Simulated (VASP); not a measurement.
Crystal: SiAu3.

```xyz
4
Lattice="0.0000 3.2857 3.2857 3.2857 0.0000 3.2857 3.2857 3.2857 0.0000" Properties=species:S:1:pos:R:3 pbc="T T T"
Au    3.2857    3.2857    3.2857
Au    4.9286    4.9286    4.9286
Au    1.6429    1.6429    1.6429
Si    0.0000    0.0000    0.0000
```

The cell comes from a database or a generator and needn't be the stable form of this composition.

- Program: VASP 6.6.1
- Task: single point
- Functional: PBE
- Potentials or basis: VASP PAW PBE potentials, release 64 (Au, Si)
- Cutoff: 520 eV
- k mesh: 7 × 7 × 7
- Occupations: fermi-dirac, width 0.05 eV
- Spin: no spin polarisation

On this cell: pressure -1.3 GPa; largest force zero by symmetry; band gap on the k mesh none (metal or under the smearing width).

The same run follows on a disturbed copy (atoms moved at random, drawn with an rms of 0.05 Å):

```
Au Si
1.0
     0.00000    3.28573    3.28573
     3.28573    0.00000    3.28573
     3.28573    3.28573    0.00000
Au Si
3 1
Direct
  0.51669 0.48958 0.49590
  0.74270 0.76361 0.75306
  0.26019 0.24497 0.24140
  0.00286 0.01777 0.98564
```

Problem. What does the disturbed cell give?

Solution. The energy (extrapolated to zero smearing) moves by +6.7 meV/atom; pressure -0.9 GPa; largest force 0.464 eV/Å; band gap on the k mesh none (metal or under the smearing width).

Forces on the atoms (eV/Å):
```
Au   0.304 -0.267  0.060
Au  -0.413  0.196 -0.082
Au   0.101  0.090  0.012
Si   0.007 -0.018  0.009
```

Stress tensor (GPa, compression positive):
```
-0.89 -0.21  0.25
-0.21 -0.90 -1.22
 0.25 -1.22 -0.83
```
